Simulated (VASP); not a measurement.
A VASP calculation is set up with these files.

File POSCAR:
```
MgH2
1.0
  4.4398576911   0.0000000000   0.0000000000
  0.0000000000   4.4398576911   0.0000000000
  0.0000000000   0.0000000000   2.9657328459
Mg H
2 4
Cart
  0.0000000000   0.0000000000   0.0000000000
  2.2199288456   2.2199288456   1.4828664229
  1.3510681682   1.3510681682   0.0000000000
  3.5709970137   0.8688606774   1.4828664229
  0.8688606774   3.5709970137   1.4828664229
  3.0887895229   3.0887895229   0.0000000000
```

File KPOINTS:
```
Automatic mesh
0
gamma
5 5 7
0 0 0
```

INCAR:
```
# general
SYSTEM   = MgH2
PREC     = Accurate
ENCUT    = 520
LREAL    = F
LASPH    = T

# electronic loop
EDIFF    = 1E-7
NELM     = 100
ALGO     = Normal

# smearing
ISMEAR   = 0
SIGMA    = 0.05

# functional
GGA      = BO
LUSE_VDW = T
AGGAC    = 0.0
PARAM1   = 0.1833333333
PARAM2   = 0.22

# ions
IBRION   = 2
NSW      = 30
ISIF     = 4
EDIFFG   = -0.01

# output
LWAVE    = F
LCHARG   = F
```

POTCAR, in this order: Mg H (PBE.64 set). Program: vasp_std.

**Question.** Translate this optB88-vdW calculation to Quantum ESPRESSO's pw.x.

**Answer.** One equivalent input (not run):
```
&CONTROL
  calculation = 'vc-relax'
  pseudo_dir = './pseudo'
  outdir = './out'
  tprnfor = .true.
  tstress = .true.
  nstep = 30
  forc_conv_thr = 0.00039
/
&SYSTEM
  ibrav = 0
  nat = 6
  ntyp = 2
  ecutwfc = 84
  occupations = 'smearing'
  smearing = 'gaussian'
  degauss = 0.003675
  input_dft = 'vdw-df-obk8'
/
&ELECTRONS
  conv_thr = 7.3e-09
  electron_maxstep = 100
/
&IONS
/
&CELL
  cell_dofree = 'shape'
/
ATOMIC_SPECIES
  Mg 24.305 Mg.upf
  H 1.008 H.upf
CELL_PARAMETERS angstrom
     4.4398577    0.0000000    0.0000000
     0.0000000    4.4398577    0.0000000
     0.0000000    0.0000000    2.9657328
ATOMIC_POSITIONS crystal
  Mg   0.0000000  0.0000000  0.0000000
  Mg   0.5000000  0.5000000  0.5000000
  H    0.3043044  0.3043044  0.0000000
  H    0.8043044  0.1956956  0.5000000
  H    0.1956956  0.8043044  0.5000000
  H    0.6956956  0.6956956  0.0000000
K_POINTS automatic
  5 5 7 0 0 0
```
What does not carry over: the potentials are each code's own (VASP's PAW set, PseudoDojo norm-conserving files in pw.x), so ENCUT and ecutwfc are chosen apart and not converted; conv_thr bounds pw.x's estimated SCF error, while EDIFF bounds the energy change between steps; forc_conv_thr acts on force components and is met together with etot_conv_thr.

The compound is MgH2 in the rutile structure. This cell is one point of a volume scan, at 0.97 of the reference volume. Symmetry was kept, so distortions that lower it aren't found.
